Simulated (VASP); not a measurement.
Elastic constants (GPa) of a crystal from PBEsol GGA, VASP's PBE PAW potentials (set 64) in VASP 6.6.1:

|  | xx | yy | zz | yz | xz | xy |
|---|---|---|---|---|---|---|
| xx | 63.6 | 44.0 | 44.0 | 0.0 | 0.0 | 0.0 |
| yy | 44.0 | 63.6 | 44.0 | 0.0 | 0.0 | 0.0 |
| zz | 44.0 | 44.0 | 63.6 | 0.0 | 0.0 | 0.0 |
| yz | 0.0 | 0.0 | 0.0 | 23.8 | 0.0 | 0.0 |
| xz | 0.0 | 0.0 | 0.0 | 0.0 | 23.8 | 0.0 |
| xy | 0.0 | 0.0 | 0.0 | 0.0 | 0.0 | 23.8 |

Question: Work out the Voigt, Reuss and Hill moduli, Young's modulus and Poisson's ratio.

Answer: All eigenvalues are positive (smallest 19.6 GPa), so the crystal is stable. K_V = (C11+C22+C33+2(C12+C13+C23))/9 = (190.8 + 2×132.0)/9 = 50.5 GPa; G_V = (190.8 − 132.0 + 3×71.4)/15 = 18.2 GPa. From the compliances, K_R = 50.5 GPa and G_R = 15.1 GPa. Hill: K = 50.5 GPa, G = 16.7 GPa, E = 9KG/(3K+G) = 45.1 GPa, ν = (3K−2G)/(2(3K+G)) = 0.351. K/G = 3.03, above Pugh's 1.75; universal anisotropy A^U = 1.01.

Question: With a density of 6.04 g/cm³, what are the mean sound speeds?

Answer: v_l = √((K+4G/3)/ρ) = 3.47 km/s and v_t = √(G/ρ) = 1.66 km/s. The crystal is CuI (zinc blende), cubic.

The compound is CuI in the zinc blende structure. It was relaxed first, which changed the volume by -5 %.
